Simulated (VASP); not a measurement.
These are PBE GGA, VASP's PBE PAW potentials (set 64) (plane waves; VASP 6.6.1) values and carry that method's errors.

The input files of a VASP run:

INCAR:
```
# general
SYSTEM  = Sr3Ru
PREC    = Accurate
ENCUT   = 300   # plane-wave cut-off (eV)
LREAL   = .FALSE.   # projection in real space or not
LASPH   = .TRUE.   # aspherical one-centre terms

# electronic loop
EDIFF   = 1E-6
NELM    = 100   # most electronic steps
ALGO    = Normal   # blocked Davidson
LMAXMIX = 4   # l cut-off of mixed one-centre charges

# smearing
ISMEAR  = -1   # Fermi-Dirac
SIGMA   = 0.05   # width (eV)

# functional
GGA     = PE   # PBE

# ions
ISIF    = 2   # forces and stress, cell fixed

# output
LWAVE   = .FALSE.
LCHARG  = .FALSE.
```

POSCAR:
```
Sr3Ru
6.7587160
 -0.3790080838   0.3790080838   0.8442190795
  0.3790080838  -0.3790080838   0.8442190795
  0.3790080838   0.3790080838  -0.8442190795
Sr Ru
3 1
Cartesian
  0.0000000000   0.0000000000   0.8442190795
 -0.0000000000   0.3790080838   0.4221095397
  0.3790080838   0.0000000000   0.4221095397
  0.0000000000   0.0000000000   0.0000000000
```

**KPOINTS**
```
Automatic mesh
0
Gamma
4 4 4
0 0 0
```

POTCAR, in this order: Sr_sv Ru_pv (PBE.64 set). Program: vasp_std.

The resulting files:

OSZICAR:
```
       N       E                     dE             d eps       ncg     rms          rms(c)
DAV:   1     0.217691797609E+03    0.21769E+03   -0.17829E+04   780   0.996E+02
DAV:   2     0.625476863601E+01   -0.21144E+03   -0.20825E+03   792   0.288E+02
DAV:   3    -0.110527511968E+02   -0.17308E+02   -0.16946E+02  1142   0.558E+01
DAV:   4    -0.118558920761E+02   -0.80314E+00   -0.80061E+00   928   0.117E+01
DAV:   5    -0.118796144231E+02   -0.23722E-01   -0.23706E-01  1048   0.172E+00    0.209E+01
DAV:   6    -0.123083447469E+02   -0.42873E+00   -0.87788E+00   796   0.513E+00    0.255E+01
DAV:   7    -0.116401605220E+02    0.66818E+00   -0.27883E+00   804   0.378E+00    0.149E+01
DAV:   8    -0.115672248037E+02    0.72936E-01   -0.61636E-01   840   0.411E+00    0.341E+00
DAV:   9    -0.115663817013E+02    0.84310E-03   -0.36654E-02  1122   0.638E-01    0.188E+00
DAV:  10    -0.115606720691E+02    0.57096E-02   -0.18438E-02   850   0.521E-01    0.536E-01
DAV:  11    -0.115602706896E+02    0.40138E-03   -0.35648E-03  1008   0.138E-01    0.235E-01
DAV:  12    -0.115602971904E+02   -0.26501E-04   -0.17965E-04   936   0.667E-02    0.159E-01
DAV:  13    -0.115602724119E+02    0.24779E-04   -0.10042E-04  1016   0.341E-02    0.239E-02
DAV:  14    -0.115602720911E+02    0.32077E-06   -0.50103E-06   814   0.112E-02
   1 F= -.11560272E+02 E0= -.11543965E+02  d E =-.326149E-01
```

### OUTCAR
```
------------------------ aborting loop because EDIFF is reached ----------------------------------------
  FORCE on cell =-STRESS in cart. coord.  units (eV):
  Direction    XX          YY          ZZ          XY          YZ          ZX
  --------------------------------------------------------------------------------------
  Total       -1.4510210     -1.4510210     -4.5249609      0.0000000      0.0000000      0.0000000
  in kB      -15.5231401    -15.5231401    -48.4083994      0.0000000      0.0000000      0.0000000
  external PRESSURE =     -26.4848932 kB  Pullay stress =       0.0000000 kB
  volume of cell :      149.76
      direct lattice vectors                 reciprocal lattice vectors
    -2.561608000  2.561608000  5.705837000     0.000000000  0.195189896  0.087629562
     2.561608000 -2.561608000  5.705837000     0.195189896  0.000000000  0.087629562
     2.561608000  2.561608000 -5.705837000     0.195189896  0.195189896  0.000000000
 POSITION                                       TOTAL-FORCE (eV/Angst)
 -----------------------------------------------------------------------------------
      0.00000      0.00000      5.70584         0.000000     -0.000000     -0.000000
     -0.00000      2.56161      2.85292         0.000000     -0.000000      0.000000
      2.56161     -0.00000      2.85292        -0.000000      0.000000      0.000000
      0.00000      0.00000      0.00000         0.000000     -0.000000     -0.000000
 -----------------------------------------------------------------------------------
    total drift:                               -0.000000     -0.000000      0.000000
  FREE ENERGIE OF THE ION-ELECTRON SYSTEM (eV)
  ---------------------------------------------------
  free  energy   TOTEN  =       -11.5602720911 eV

  energy  without entropy=      -11.5276572281  energy(sigma->0) =      -11.54396466
```
(Selected blocks of OUTCAR.)

At this cut-off the stress carries a Pulay error, which pulls relaxed volumes low.

The structure was generated: Sr3Ru was put into an ordered model structure, which need not be its known phase. The cell was not relaxed at this level, and its volume differs by -5.9 % from the start's. The k-mesh is coarse (spacing up to 0.43 per Å, 2π included), so the numbers may not be converged in it.
